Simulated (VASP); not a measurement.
```
ZrSi2
1.0
    1.83431    -7.28136     0.00000
    1.83431     7.28136     0.00000
    0.00000     0.00000     3.66587
Zr Si
2 4
Direct
  0.60464   0.39536   0.25000
  0.39536   0.60464   0.75000
  0.94599   0.05401   0.25000
  0.05401   0.94599   0.75000
  0.25009   0.74991   0.25000
  0.74991   0.25009   0.75000
```

The numbers are results of PBEsol GGA, VASP's PBE PAW potentials (set 64) (plane waves; VASP), not measurements. Run with 400 eV cut-off, Gaussian smearing of 0.050 eV, potentials Zr_sv Si.

Problem. Give the energies of bands 11 to 23 at the high-symmetry points, in eV from the Fermi level.

Solution. 
| band | Γ | Y | C0 | Z | A0 | T | S | R |
|---|---|---|---|---|---|---|---|---|
| 11 | -8.02 | -6.84 | -8.91 | -8.40 | -7.41 | -8.88 | -9.13 | -7.38 |
| 12 | -3.75 | -4.97 | -5.86 | -8.40 | -7.41 | -8.88 | -5.95 | -7.38 |
| 13 | -3.17 | -3.52 | -5.11 | -4.93 | -5.91 | -3.86 | -4.83 | -5.91 |
| 14 | -3.02 | -3.14 | -4.03 | -4.93 | -5.91 | -3.86 | -4.36 | -5.91 |
| 15 | -2.85 | -2.84 | -3.52 | -2.52 | -3.76 | -3.06 | -3.53 | -3.85 |
| 16 | -2.52 | -2.83 | -2.95 | -2.52 | -3.76 | -3.06 | -2.66 | -3.85 |
| 17 | -2.45 | -2.79 | -1.66 | -2.01 | -3.26 | -2.29 | -1.81 | -3.26 |
| 18 | -2.41 | -1.89 | -1.62 | -2.01 | -3.26 | -2.29 | -1.65 | -3.26 |
| 19 | -2.41 | -1.53 | -1.01 | -0.08 | -2.26 | -0.96 | -0.94 | -2.25 |
| 20 | -0.04 | 0.36 | -0.74 | -0.08 | -2.26 | -0.96 | -0.56 | -2.25 |
| 21 | 1.04 | 0.95 | -0.22 | 0.18 | 2.10 | 0.07 | -0.54 | 2.18 |
| 22 | 1.31 | 1.13 | 0.91 | 0.18 | 2.10 | 0.07 | 0.89 | 2.18 |
| 23 | 1.40 | 1.39 | 1.11 | 1.57 | 2.98 | 2.29 | 0.93 | 3.13 |

It has no gap at this level: it comes out as a metal or semimetal.

The compound is ZrSi2 in the sg63 structure. It was relaxed first.
